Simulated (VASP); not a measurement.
Output of a VASP run:

OSZICAR:
```
       N       E                     dE             d eps       ncg     rms          rms(c)
DAV:   1     0.104007580947E+03    0.10401E+03   -0.69993E+03   754   0.110E+03
DAV:   2    -0.943795814439E-01   -0.10410E+03   -0.10242E+03   799   0.283E+02
DAV:   3    -0.686026998287E+01   -0.67659E+01   -0.66839E+01   994   0.832E+01
DAV:   4    -0.703661646366E+01   -0.17635E+00   -0.17630E+00   868   0.161E+01
DAV:   5    -0.704618840570E+01   -0.95719E-02   -0.95718E-02  1095   0.299E+00    0.373E+00
RMM:   6    -0.695664638053E+01    0.89542E-01   -0.14225E-01   754   0.459E+00    0.214E+00
RMM:   7    -0.694730871094E+01    0.93377E-02   -0.87077E-02   754   0.226E+00    0.550E-01
RMM:   8    -0.694774216273E+01   -0.43345E-03   -0.14412E-02   767   0.181E+00    0.124E-01
RMM:   9    -0.694852734315E+01   -0.78518E-03   -0.48735E-03   840   0.786E-01    0.893E-02
RMM:  10    -0.694869680554E+01   -0.16946E-03   -0.14888E-03  1052   0.439E-01    0.900E-02
RMM:  11    -0.694872309222E+01   -0.26287E-04   -0.13895E-04   786   0.113E-01    0.905E-02
RMM:  12    -0.694876546000E+01   -0.42368E-04   -0.32172E-05   553   0.588E-02    0.293E-02
RMM:  13    -0.694879241486E+01   -0.26955E-04   -0.56383E-05   606   0.609E-02    0.501E-02
RMM:  14    -0.694879267162E+01   -0.25677E-06   -0.67553E-06   482   0.350E-02
   1 F= -.69487927E+01 E0= -.69487173E+01  d E =-.694879E+01
```

File OUTCAR:
```
------------------------ aborting loop because EDIFF is reached ----------------------------------------
  FORCE on cell =-STRESS in cart. coord.  units (eV):
  Direction    XX          YY          ZZ          XY          YZ          ZX
  --------------------------------------------------------------------------------------
  Total       -0.0081146     -0.0081146     -0.0081146      0.0000000      0.0000000      0.0000000
  in kB       -0.1781303     -0.1781303     -0.1781303      0.0000000      0.0000000      0.0000000
  external PRESSURE =      -0.1781303 kB  Pullay stress =       0.0000000 kB
  volume of cell :       72.99
      direct lattice vectors                 reciprocal lattice vectors
     0.000000000  3.316930465  3.316930465    -0.150741779  0.150741779  0.150741779
     3.316930465  0.000000000  3.316930465     0.150741779 -0.150741779  0.150741779
     3.316930465  3.316930465  0.000000000     0.150741779  0.150741779 -0.150741779
  FREE ENERGIE OF THE ION-ELECTRON SYSTEM (eV)
  ---------------------------------------------------
  free  energy   TOTEN  =        -6.9487926716 eV

  energy  without entropy=       -6.9486420247  energy(sigma->0) =       -6.94871735

 reached required accuracy - stopping structural energy minimisation
```
(Selected blocks of OUTCAR.)

**POSCAR**
```
InSb
1
    0.0000000000     3.3169304653     3.3169304653
    3.3169304653     0.0000000000     3.3169304653
    3.3169304653     3.3169304653     0.0000000000
In Sb
1 1
Direct
  0.0000000000   0.0000000000   0.0000000000
  0.7500000000   0.7500000000   0.7500000000
```

Task: Reconstruct the remaining input files.

Result: One answer among several that fit: the input of the run itself, PBE GGA, plane waves, VASP's PBE PAW potentials (set 64).

### KPOINTS
```
Automatic mesh
0
G
8 8 8
0 0 0
```

INCAR:
```
# general
SYSTEM  = InSb
PREC    = Normal
ENCUT   = 400
LREAL   = .False.
LASPH   = .True.

# electronic loop
EDIFF   = 1E-5
NELM    = 100
NELMIN  = 4
ALGO    = Fast
LMAXMIX = 4

# smearing
ISMEAR  = 0
SIGMA   = 0.05

# functional
GGA     = PE

# ions
IBRION  = 2
NSW     = 20
ISIF    = 2
EDIFFG  = -0.03

# output
LWAVE   = .False.
LCHARG  = .False.
```

POTCAR, in this order: In_d Sb (PBE.64 set). Program: vasp_std.

The compound is InSb in the zinc blende structure. It was relaxed first, which changed the volume by +7 %.
